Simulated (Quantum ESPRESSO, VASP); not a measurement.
**Code comparison for LaMg (P1, 4 atoms in the cell)**

Self-consistent single point, at a second geometry (atoms moved at random). First geometry:

```xyz
4
Lattice="5.6155 0.0000 0.0000 0.0000 3.8015 0.0000 0.0000 0.0000 5.7890" Properties=species:S:1:pos:R:3 pbc="T T T"
La     4.2116     0.0000     4.5913
La     1.4039     0.0000     1.1977
Mg     1.4039     1.9007     4.0132
Mg     4.2116     1.9007     1.7758
```

Second geometry:
```
CELL_PARAMETERS angstrom
      5.61547     0.00000     0.00000
      0.00000     3.80146     0.00000
      0.00000     0.00000     5.78901
ATOMIC_POSITIONS crystal
  La 0.73965 0.00801 0.78822
  La 0.25858 0.98158 0.20825
  Mg 0.25612 0.49359 0.69494
  Mg 0.74565 0.51682 0.30859
```

Shared settings, as Quantum ESPRESSO writes them: occupations = smearing; smearing = gaussian; degauss = 0.0036749 Ry; K_POINTS = automatic 5 8 5 0 0 0. Potentials and cutoffs stand in the table.

```
code                                                            model  ΔF from the first geometry (meV/atom)  pressure (GPa)  largest force (eV/Å)  cutoff
----------------  ---------------------------------------------------  -------------------------------------  --------------  --------------------  ------
Quantum ESPRESSO  LDA (PZ), GBRV 1.5 ultrasoft (LDA) pseudopotentials                                    8.8           -2.64                 0.328   40 Ry
VASP                     LDA (PZ), VASP's LDA PAW potentials (set 64)                                    8.8           -3.01                 0.327  300 eV
```

Size of the force on each atom (eV/Å): Sizes of forces hide their directions.

```csv
code,La1,La2,Mg3,Mg4
Quantum ESPRESSO,0.299,0.328,0.238,0.324
VASP,0.296,0.325,0.239,0.327
```

The spread over the programs that give each value: ΔF from the first geometry within 0.0 meV/atom; pressure within 0.37 GPa; largest force within 0.001 eV/Å.

VASP's run is marked for a possible Pulay error in its stress at this cutoff; no cutoff test was made.

The starting cell comes from a database of computed structures (which also holds hypothetical and non-ambient phases and stackings), without a prior relaxation at this level. For this run, on top of that: atoms moved at random.

Left out of this page: Ansatz, GPAW and FLEUR (not drawn, or without a comparable value); ABINIT (with a known weakness of the program); CP2K (unsound by tests on forces, stress, charge or solver warnings).
